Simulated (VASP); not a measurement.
Consider the following.

```
Al2Pt
1.0
    0.00000     2.95727     2.95727
    2.95727     0.00000     2.95727
    2.95727     2.95727     0.00000
Al Pt
2 1
Direct
  0.25000   0.25000   0.25000
  0.75000   0.75000   0.75000
  0.00000   0.00000   0.00000
```

Level of theory: RPBE GGA, VASP's PBE PAW potentials (set 64) (plane waves; VASP 6.6.1). Numerical set-up: 520 eV cut-off, 9×9×9 Γ-centred mesh, first-order Methfessel-Paxton smearing of 0.10 eV, potentials Al Pt.

Task: Give the stress tensor in GPa (positive for a compressed cell).

Result: 
```
4.04  0.00  0.00
0.00  4.04  0.00
0.00  0.00  4.04
```
The pressure is its mean diagonal, 4.04 GPa.

The compound is PtAl2 in the fluorite structure. This cell is one point of a volume scan, at 0.97 of the reference volume.
